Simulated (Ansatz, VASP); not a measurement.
# Bi (Bismuth): VASP beside Ansatz

One calculation is typed for both programs; each brings its own data sets and cutoff. How far apart do they land? The cell is taken from a series of VASP runs on this material, whose earlier steps may have relaxed, scaled or displaced it; both programs get it as it stands.

Method: plane waves, with VASP 6.6.1 beside it; zone-centre phonons at LDA and zone-centre phonons at PBEsol with D3(BJ), in Ansatz 0.2.0.

## 1. Starting point

The structure is trigonal, space group R-3m (No. 166). Conventional cell: a = 4.546 Å, b = 4.546 Å, c = 11.862 Å, α = 90.00°, β = 90.00°, γ = 120.00°. Nearest to Bi lie 3 Bi at 3.08 Å.

Coordinates:

```cif
data_structure
_symmetry_space_group_name_H-M 'R-3m:H'
_symmetry_Int_Tables_number 166
_cell_length_a 4.5460
_cell_length_b 4.5460
_cell_length_c 11.8620
_cell_angle_alpha 90.000
_cell_angle_beta 90.000
_cell_angle_gamma 120.000
_cell_volume 212.30
loop_
_atom_site_label
_atom_site_type_symbol
_atom_site_symmetry_multiplicity
_atom_site_Wyckoff_symbol
_atom_site_fract_x
_atom_site_fract_y
_atom_site_fract_z
_atom_site_occupancy
Bi1 Bi 6 c 0.00000 0.00000 0.76546 1
```

## 2. VASP: zone-centre phonons, LDA

Second derivatives magnify differences that forces hide, and they need a tight electronic threshold.

Lines of VASP's logs that name or quote its potential files are left out, and so is its time.

INCAR reads:

```
SYSTEM = Bi
PREC = Accurate
ENCUT = 450
EDIFF = 1E-08
NELM = 100
ISMEAR = 1
SIGMA = 0.15
LREAL = .FALSE.
ALGO = Normal
GGA = CA
NBANDS = 21
LORBIT = 11
LWAVE = .FALSE.
LCHARG = .FALSE.
KPAR = 4
IBRION = 8
ISIF = 2
```

POSCAR reads:

```
Bi
1.0
    2.2730000000      1.3123171619      3.9540000000
   -2.2730000000      1.3123171619      3.9540000000
    0.0000000000     -2.6246343237      3.9540000000
Bi
2
Direct
    0.7654640275      0.7654640275      0.7654640275
    0.2345359725      0.2345359725      0.2345359725
```

KPOINTS reads:

```
Automatic mesh
0
Gamma
12 12 12
0 0 0
```

Potentials, in the order of the species: Bi_d (LDA family, release 64).

Started as:

```console
$ mpirun -np 4 vasp_std
```

Numbers of over 12 decimals in the logs are rounded to 6 here.

The program printed:

```text
[banner, memory and clock lines left out]
running    4 mpi-ranks, on    1 nodes
 distrk:  each k-point on    1 cores,    4 groups
 distr:  one band on    1 cores,    1 groups

 POSCAR found type information on POSCAR Bi
 POSCAR found :  1 types and       2 ions
 LDA part: xc-table for (Slater(with rela. corr.)+CA(PZ))
 , standard interpolation
 POSCAR, INCAR and KPOINTS ok, starting setup
 FFT: planning ... GRIDC
 FFT: planning ... GRID_SOFT
 FFT: planning ... GRID
 WAVECAR not read
 entering main loop
       N       E                     dE             d eps       ncg     rms          rms(c)
DAV:   1     0.292488378902E+03    0.29249E+03   -0.15219E+04  7938   0.156E+03
DAV:   2     0.152339573661E+02   -0.27725E+03   -0.27133E+03  8068   0.420E+02
DAV:   3    -0.829059463536E+01   -0.23525E+02   -0.23261E+02  9396   0.142E+02
DAV:   4    -0.908982171620E+01   -0.79923E+00   -0.79885E+00  9549   0.293E+01
DAV:   5    -0.912566494111E+01   -0.35843E-01   -0.35843E-01 11182   0.547E+00    0.107E+00
DAV:   6    -0.911070375200E+01    0.14961E-01   -0.19064E-02 10466   0.152E+00    0.623E-01
DAV:   7    -0.910395483832E+01    0.67489E-02   -0.12974E-02  9718   0.126E+00    0.104E-01
DAV:   8    -0.910390236589E+01    0.52472E-04   -0.13530E-03  9123   0.451E-01    0.184E-02
DAV:   9    -0.910390945294E+01   -0.70871E-05   -0.58248E-05 12072   0.583E-02    0.812E-03
DAV:  10    -0.910390913501E+01    0.31794E-06   -0.25201E-06 10791   0.115E-02    0.146E-03
DAV:  11    -0.910390919189E+01   -0.56878E-07   -0.17714E-07  9497   0.337E-03    0.671E-04
DAV:  12    -0.910390919854E+01   -0.66507E-08   -0.28758E-08  7723   0.126E-03
   1 F= -.91039092E+01 E0= -.91040444E+01  d E =0.405738E-03
 Linear response reoptimize wavefunctions to high precision
DAV:   1    -0.910390919805E+01    0.48976E-09   -0.36531E-09  6156   0.721E-04
DAV:   2    -0.910390919810E+01   -0.55934E-10   -0.65351E-10  5334   0.279E-04
 Linear response DOF=           2
 Linear response progress:
  Degree of freedom:   1/  2
       N       E                     dE             d eps       ncg     rms          rms(c)
RMM:   1    -0.331185749601E+00   -0.33119E+00    0.21422E-01 48445   0.838E+00
RMM:   2    -0.339905151219E+00   -0.87194E-02   -0.19988E-02 62292   0.117E+00    0.419E-02
RMM:   3    -0.340104413893E+00   -0.19926E-03   -0.16824E-03 67120   0.326E-01    0.240E-02
RMM:   4    -0.339991994811E+00    0.11242E-03   -0.12593E-04 69486   0.992E-02    0.560E-03
RMM:   5    -0.339998090267E+00   -0.60955E-05   -0.14856E-05 64244   0.311E-02    0.237E-03
RMM:   6    -0.340006604698E+00   -0.85144E-05   -0.30624E-06 67862   0.143E-02    0.929E-04
RMM:   7    -0.340008169959E+00   -0.15653E-05   -0.13665E-07 67682   0.445E-03    0.344E-04
RMM:   8    -0.340005145835E+00    0.30241E-05    0.53475E-07 69379   0.162E-03    0.978E-05
RMM:   9    -0.340004039804E+00    0.11060E-05   -0.97854E-08 68769   0.755E-04    0.416E-05
RMM:  10    -0.340003772297E+00    0.26751E-06    0.27869E-09 71021   0.401E-04    0.124E-05
RMM:  11    -0.340003872794E+00   -0.10050E-06   -0.33329E-09 71913   0.267E-04    0.102E-05
RMM:  12    -0.340003699081E+00    0.17371E-06   -0.40442E-08 68641   0.194E-04    0.552E-06
RMM:  13    -0.340003624369E+00    0.74711E-07   -0.88248E-08 72274   0.162E-04    0.176E-06
RMM:  14    -0.340003580947E+00    0.43422E-07   -0.79480E-08 78212   0.146E-04    0.800E-07
RMM:  15    -0.340003558434E+00    0.22513E-07   -0.87932E-08 87768   0.138E-04    0.123E-07
RMM:  16    -0.340003558712E+00   -0.27756E-09   -0.86299E-08 86136   0.135E-04    0.135E-07
 first order change of Fermi-energy   0.14360E-04
 force on displaced ion       1 direction 1 :  -1.736   0.000  -0.000
 Linear response progress:
  Degree of freedom:   2/  2
       N       E                     dE             d eps       ncg     rms          rms(c)
RMM:   1    -0.332309562402E+00   -0.33231E+00    0.24818E-01 10549   0.850E+00
RMM:   2    -0.340947689179E+00   -0.86381E-02   -0.19194E-02 13568   0.116E+00    0.383E-02
RMM:   3    -0.341045191807E+00   -0.97503E-04   -0.15963E-03 14652   0.318E-01    0.215E-02
RMM:   4    -0.340856794862E+00    0.18840E-03   -0.13178E-04 14777   0.102E-01    0.583E-03
RMM:   5    -0.340868015522E+00   -0.11221E-04   -0.16245E-05 15196   0.305E-02    0.338E-03
RMM:   6    -0.340879492556E+00   -0.11477E-04   -0.26714E-06 14166   0.135E-02    0.783E-04
RMM:   7    -0.340881343961E+00   -0.18514E-05   -0.41461E-07 14803   0.452E-03    0.558E-04
RMM:   8    -0.340880934953E+00    0.40901E-06   -0.74025E-08 13128   0.174E-03    0.818E-05
RMM:   9    -0.340880590062E+00    0.34489E-06   -0.65795E-08 15383   0.842E-04    0.519E-05
RMM:  10    -0.340880472443E+00    0.11762E-06   -0.33998E-08 14727   0.375E-04    0.346E-05
RMM:  11    -0.340880478319E+00   -0.58760E-08   -0.51884E-08 14499   0.251E-04    0.702E-06
 first order change of Fermi-energy  -0.11554E-01
 force on displaced ion       1 direction 3 :   0.000  -0.000  -3.871
 Linear response finished
```

From OUTCAR (step 2):

```text
ion  position               nearest neighbor table
   1  0.765  0.765  0.765-   2 3.08   2 3.08   2 3.08   2 3.52   2 3.52   2 3.52
   2  0.235  0.235  0.235-   1 3.08   1 3.08   1 3.08   1 3.52   1 3.52   1 3.52

  LATTYP: Found a trigonal (rhomboedric) cell.
 ALAT       =     4.7458214603
 COS(alpha) =     0.5412183115

 Subroutine GETGRP returns: Found 12 space group operations
 (whereof 12 operations were pure point group operations)

The static configuration has the point symmetry D_3d.

 Found    189 irreducible k-points:

   k-points           NKPTS =    189   k-points in BZ     NKDIM =    189   number of bands    NBANDS=     21

   dimension x,y,z NGX =    36 NGY =   36 NGZ =   36
   dimension x,y,z NGXF=    72 NGYF=   72 NGZF=   72

   ENCUT  =  450.0 eV  33.07 Ry    5.75 a.u.   8.21  8.21  8.21*2*pi/ulx,y,z

   NELECT =      30.0000    total number of electrons

 k-points in reciprocal lattice and weights: Automatic mesh
   0.00000000  0.00000000  0.00000000       0.001
   0.08333333  0.00000000  0.00000000       0.003
   0.16666667  0.00000000  0.00000000       0.003
   0.25000000  0.00000000  0.00000000       0.003
   0.33333333 -0.00000000  0.00000000       0.003
   0.41666667 -0.00000000  0.00000000       0.003
   0.50000000  0.00000000  0.00000000       0.002
   0.08333333  0.08333333  0.00000000       0.003
   0.16666667  0.08333333  0.00000000       0.007
[...]
-0.41666667  0.50000000  0.41666667       0.003
   0.50000000  0.50000000  0.50000000       0.001

 average (electrostatic) potential at core
       1-104.7914       2-104.7914

  Total       -0.8262443     -0.8262443     -0.7986840      0.0000000     -0.0000000      0.0000000
  in kB      -18.7065162    -18.7065162    -18.0825391      0.0000000     -0.0000000      0.0000000
  external PRESSURE =     -18.4985238 kB  Pullay stress =       0.0000000 kB

  energy-cutoff  :      450.00
  volume of cell :       70.77
      direct lattice vectors                 reciprocal lattice vectors
     2.273000000  1.312317162  3.954000000     0.219973603  0.127001819  0.084302816
    -2.273000000  1.312317162  3.954000000    -0.219973603  0.127001819  0.084302816
     0.000000000 -2.624634324  3.954000000     0.000000000 -0.254003638  0.084302816

 POSITION                                       TOTAL-FORCE (eV/Angst)
 -----------------------------------------------------------------------------------
      0.00000      0.00000      9.07993         0.000000     -0.000000     -0.000495
      0.00000      0.00000      2.78207         0.000000      0.000000      0.000495
 -----------------------------------------------------------------------------------
    total drift:                               -0.000000      0.000000      0.000000

 Eigenvectors and eigenvalues of the dynamical matrix
 ----------------------------------------------------

   1 f  =    3.009130 THz    18.906923 2PiTHz  100.373779 cm-1    12.444757 meV
             X         Y         Z           dx          dy          dz
      0.000000  0.000000  9.079934    -0.000000    0.000000    0.707107
      0.000000  0.000000  2.782066     0.000000   -0.000000   -0.707107

   2 f  =    2.015365 THz    12.662914 2PiTHz   67.225353 cm-1     8.334878 meV
             X         Y         Z           dx          dy          dz
      0.000000  0.000000  9.079934    -0.707107    0.000045   -0.000000
      0.000000  0.000000  2.782066     0.707107   -0.000045    0.000000

   3 f  =    2.015365 THz    12.662914 2PiTHz   67.225353 cm-1     8.334878 meV
             X         Y         Z           dx          dy          dz
      0.000000  0.000000  9.079934    -0.000045   -0.707107    0.000000
      0.000000  0.000000  2.782066     0.000045    0.707107   -0.000000

   4 f  =    0.000000 THz     0.000000 2PiTHz    0.000000 cm-1     0.000000 meV
             X         Y         Z           dx          dy          dz
      0.000000  0.000000  9.079934     0.054017   -0.705040    0.001132
      0.000000  0.000000  2.782066     0.054017   -0.705040    0.001132

   5 f/i=    0.000000 THz     0.000000 2PiTHz    0.000001 cm-1     0.000000 meV
             X         Y         Z           dx          dy          dz
      0.000000  0.000000  9.079934    -0.511440   -0.039965   -0.486654
      0.000000  0.000000  2.782066    -0.511440   -0.039965   -0.486654

   6 f/i=    0.000000 THz     0.000000 2PiTHz    0.000001 cm-1     0.000000 meV
             X         Y         Z           dx          dy          dz
      0.000000  0.000000  9.079934     0.485295    0.036358   -0.512998
      0.000000  0.000000  2.782066     0.485295    0.036358   -0.512998

 ELASTIC MODULI CONTR FROM IONIC RELAXATION (kBar)
 Direction    XX          YY          ZZ          XY          YZ          ZX
 --------------------------------------------------------------------------------
 XX        -166.1891     32.6661   -122.2458      0.0000    204.5226     -0.0000
 YY          32.6661   -166.1891   -122.2458     -0.0000   -204.5226      0.0000
 ZZ        -122.2458   -122.2458   -223.8422      0.0000     -0.0000     -0.0000
 XY           0.0000     -0.0000      0.0000    -99.4276     -0.0000    202.0411
 YZ         204.5226   -204.5226     -0.0000     -0.0000   -420.7029      0.0000
 ZX          -0.0000      0.0000     -0.0000    202.0411      0.0000   -410.5561
 --------------------------------------------------------------------------------
```

## 3. Ansatz: zone-centre phonons, LDA

Ansatz runs on its default PAW (the set named soft_2) files.

The same cell, functional (in two slightly different forms), mesh and smearing now go to Ansatz, which takes its cutoff from its data sets.

input.yaml reads:

```yaml
crystal:
  lattice:
    - [2.273, 1.3123171619, 3.954]
    - [-2.273, 1.3123171619, 3.954]
    - [0.0, -2.6246343237, 3.954]
  atoms:
    - { symbol: Bi, position: [0.7654640275, 0.7654640275, 0.7654640275] }
    - { symbol: Bi, position: [0.2345359725, 0.2345359725, 0.2345359725] }
hamiltonian:
  xc: lda
  pseudopotentials: { kind: paw }
kpoints:
  mp_grid: { grid: [12, 12, 12] }
scf:
  occupations: { method: methfessel_paxton, width: 0.15 }
phonons:
  method: dfpt
  qpoints: [[0, 0, 0]]
```

Started as:

```console
$ ansatz run input.yaml --threads 4 --pin off --max-ram 9216MiB --backend cpu --events-out ev --progress --plain --runs-dir out
```

The program printed:

```text
Engine: ansatz 0.2.0, x86_64-unknown-linux-gnu
Pseudopotentials: kind: paw
Pseudopotential: Bi, paw, valence charge 15, recommended cutoff 420 eV (normal), Bi.paw.azcp
Functional definition: SPW92
  exchange = slater_x
  correlation = pw_c
Crystal: 2 atoms, lattice volume = 70.766 Å³
Basis set: ecut = 420 eV, 1381 PW (Γ), exchange–correlation on 64×64×64 points (8 copies of the dense FFT grid, shifted against one another)
Bands: 19, of which v1, the nominal top of the filled ones, is band 15 counted from 1 (14 counted from 0)
Symmetry: 12 space group operations
k-points: 476 of 1728 (irreducible under 2 space group operations, time reversal used)
Non-local potential: Bi, projectors of the file, l = 0: 2, l = 1: 2, l = 2: 2, l = 3: 2
PAW form: soft (Blöchl's): semilocal exchange-correlation on the pseudo side does not see the compensation charge
PAW frozen core: Bi, regenerated for the run's functional, and the local potential with it (the file was generated under x = pbe(κ = 0.804, μ = 0.219515), c = pbe(β = 0.066725))
PAW one-centre angular grid: Bi, 590 points (default); XC on 64 Gauss nodes
Initial density: superposition of atomic densities (neutral atoms: chi_scale 0, normalization atom), corrected by the library's trained network
Initial wavefunctions: pseudopotential atomic-orbital guess
Functional: x = slater, c = lda
SCF iter   1: F=—  HF=-24171.702265 eV  |F-HF|=—  |Δ(HF+E_count)|=         —  Δρ=3.27e-3  dr2=3.89e-3  ethr=1.77e-3  ⟨swp⟩=5.6  Hψ=41475  notcnv=0
preconditioner: auto → Kerker (q_TF=auto, 2.365 Å⁻¹)  [metal: Δε(μ)=0.013 eV  Ē_g=20.211 eV  σ=0.150 eV  W_gap=0.07  n_scr=14 (ndim 8)  ℏωp=24.2 eV  f_vac=0.004  D(μ)=0.26/eV (n_scr^D=0)]
SCF iter   2: F=—  HF=-24171.701606 eV  |F-HF|=—  |Δ(HF+E_count)|=   6.59e-4  S|Δr|=    0.00e0  Δρ=1.69e-3  dr2=9.87e-4  ethr=1.30e-5  ⟨swp⟩=2.7  Hψ=21239  notcnv=0
SCF iter   3: F=—  HF=-24171.701381 eV  |F-HF|=—  |Δ(HF+E_count)|=   2.24e-4  S|Δr|=    0.00e0  Δρ=1.94e-4  dr2=2.73e-5  ethr=3.29e-6  ⟨swp⟩=2.0  Hψ=14756  notcnv=0
SCF iter   4: F=—  HF=-24171.701379 eV  |F-HF|=—  |Δ(HF+E_count)|=   2.77e-6  S|Δr|=    0.00e0  Δρ=6.94e-5  dr2=3.19e-6  ethr=9.09e-8  ⟨swp⟩=2.2  Hψ=16195  notcnv=0
SCF iter   5: F=—  HF=-24171.701379 eV  |F-HF|=—  |Δ(HF+E_count)|=   2.74e-9  S|Δr|=    0.00e0  Δρ=1.83e-5  dr2=6.39e-7  ethr=1.06e-8  ⟨swp⟩=2.3  Hψ=16339  notcnv=0
SCF iter   6: F=—  HF=-24171.701379 eV  |F-HF|=—  |Δ(HF+E_count)|=   1.20e-7  S|Δr|=    0.00e0  Δρ=6.80e-6  dr2=9.29e-8  ethr=2.13e-9  ⟨swp⟩=1.9  Hψ=11094  notcnv=0
SCF iter   7: F=—  HF=-24171.701378 eV  |F-HF|=—  |Δ(HF+E_count)|=   1.27e-8  S|Δr|=    0.00e0  Δρ=2.53e-6  dr2=6.71e-9  ethr=3.10e-10  ⟨swp⟩=2.0  Hψ=10427  notcnv=0
SCF iter   8: F=—  HF=-24171.701378 eV  |F-HF|=—  |Δ(HF+E_count)|=   1.49e-9  S|Δr|=    0.00e0  Δρ=4.78e-7  dr2=2.04e-10  ethr=2.24e-11  ⟨swp⟩=2.7  Hψ=16220  notcnv=0
SCF iter   9: F=—  HF=-24171.701378 eV  |F-HF|=—  |Δ(HF+E_count)|=  1.82e-11  S|Δr|=    0.00e0  Δρ=1.25e-7  dr2=1.86e-11  ethr=1.00e-12  ⟨swp⟩=2.2  Hψ=11420  notcnv=0
SCF iter  10: F=-24171.701378 eV  HF=-24171.701378 eV  |F-HF|=3.64e-12  |Δ(HF+E_count)|=  3.64e-12  S|Δr|=    0.00e0  Δρ=3.87e-8  dr2=1.00e-12  ethr=1.00e-12  ⟨swp⟩=6.0  Hψ=41552  notcnv=0
SCF 1 converged in 10 iterations: F = -24171.701378 eV  dr2 = 1.00e-12
  greatest PAW one-centre occupation: 0.988 electrons in one spin orbital (limit 2), on the Bi atom at site 1 (counted from 0), in its partial waves of l = 2
DFPT response loops at Γ: preconditioner auto → Kerker (q_TF=auto, 2.365 Å⁻¹) (partly filled bands, converged f_vac=0.002); β = 1.00, the filter's whole step (`scf.mixing.beta` (0.50) is not read by the response loops under this deck's `scf.mixing.preconditioner`; to damp them name `kerker` or `kerker_dos`, under which they read `scf.mixing.beta`, and type it under 1.00, their step now; both keys bind the ground state too); Broyden in place of MSR1
SCF converged after 10 iterations
Stability not checked: this state was not tested for a lower state beside it, because cold or Methfessel-Paxton smearing, or corrected tetrahedra, fill the levels in a way that the test cannot read (fill_not_monotonic; see scf.lower_state_search)
Free energy (F): -24171.701378 eV
Harris-Foulkes:  -24171.701378 eV  (|F-HF|=3.64e-12)
Internal energy: -24171.701767 eV  (E = F + TS)
E sigma→0 (E₀):  -24171.701476 eV
Entropy (-TS):   0.000389 eV (0.194 meV/atom)
Fermi energy:    9.246704 eV
--- Per-component energies (eV) ---
  E_band       = -228.191536
  E_kinetic    = 606.640583
  E_local      = -3130.061877  (includes V_loc(G=0)·N_el)
  E_nonlocal   = 1126.537805
  E_hartree    = 1018.000123
  E_xc         = -300.765739
  E_vxc        = -289.020501  (∫ρ·V_xc dr)
  E_paw        = -20705.825253  (= ΣΔE_a)
  E_vpaw       = -578.286726  (= ΣTr[D̂ρ^β])
  E_aug_tail   = -0.001053  (compensation charges beyond the density's cutoff)
  E_ewald      = -2786.216586
  E_core_change = -0.009770  (= ΣΔE_core)
  E_smearing   = 0.000389  (= −TS)
  E_closure    = -0.000000  (closes the sum)
  Σ components = -24171.701378   (vs F -24171.701378, Δ=0.00e0)
--- Band table (eV; the first three rows and the last of 476) ---
  k-point 0: bands = [... 11 lower, 1.7042, 7.7992, 8.0935, 8.0935, 11.8118, 12.2224, 12.2224, 14.9346]
  k-point 1: bands = [... 11 lower, 1.5562, 7.8343, 8.0894, 8.0895, 11.7006, 11.8915, 12.0594, 14.6257]
  k-point 2: bands = [... 11 lower, 1.1463, 7.8922, 8.0832, 8.1216, 11.1065, 11.4797, 11.6482, 14.3615]
  k-point 475: bands = [... 11 lower, -0.7052, 8.3678, 8.7220, 8.7220, 9.9519, 9.9519, 9.9890, 16.3031]
--- Phonons (Γ-DFPT): 2 representative perturbations + reference, on 476 of 1728 k-points (Σ response iterations 5) ---
  k mesh reduced under 2 symmetry operations, with k and −k counted as one. Each operation leaves every solved perturbation unchanged. A smaller set is not used because it would not reduce the number of displacements times k-points to solve
  ASR residual: 5.407e-5 → 0.000e0 eV/Å²; symmetrization residual: 4.801e-5 eV/Å²
  ASR residual per site (eV/Å²): 5.41e-5 5.41e-5
  Γ frequencies (cm⁻¹): 0.00 0.00 0.00 66.18 66.18 99.67
  non-analytic LO–TO correction: not included (Born effective charges unavailable; polar crystals: no LO–TO splitting at Γ)
--- Phonons (arbitrary-q DFPT): 1 explicit q-point ---
  q = [0, 0, 0] (of the zone-centre solve; hermiticity 1.49e-5, symmetrization 5.45e-6): -0.00 -0.00 0.00 66.18 66.18 99.67
  sum rule: each row above includes the acoustic sum rule's correction from the zone centre's row sums; it moved no ω² by more than (0.27 cm⁻¹)²
```

Elapsed: 37 s, on 4 threads of AMD EPYC 7B13 (Zen 3), shared host; peak memory 2.2 GiB.

Reading the cycles: dr2 is the Hartree energy of the density residual (eV), the measure of convergence; HF is the Harris–Foulkes estimate of the energy, which meets the free energy F at convergence.

## 4. Comparison

Known differences besides the potentials themselves: the two LDA forms differ slightly; the cutoff is 420 eV in Ansatz and 450 eV in VASP; VASP's log shows a relativistic correction to its local exchange, Ansatz's none. Total energies have different zeros and are not compared.

The two programs side by side:

```tsv
quantity	Ansatz	VASP	difference
optical mode 1 to 2 (cm⁻¹)	66.2	67.2	-1.55 %
optical mode 3 (cm⁻¹)	99.7	100.4	-0.70 %
```

Modes are paired by rising frequency and degeneracy, not by their patterns, so a pair may still set unlike modes beside each other.

[end of part 1 of 2]

[Lines on the potential files, build, host, timing and source positions are cut from VASP's logs without a mark.]

[Logs are printed without paths, hosts, clocks, repeated set-up lines and the standing remarks that a program may print on its own settings, such as how far it seeks lower states.]

[Hosts, paths, dates, database ids (printed as entryN), source tags and the programs' standing remarks are cut or masked in the printed files.]
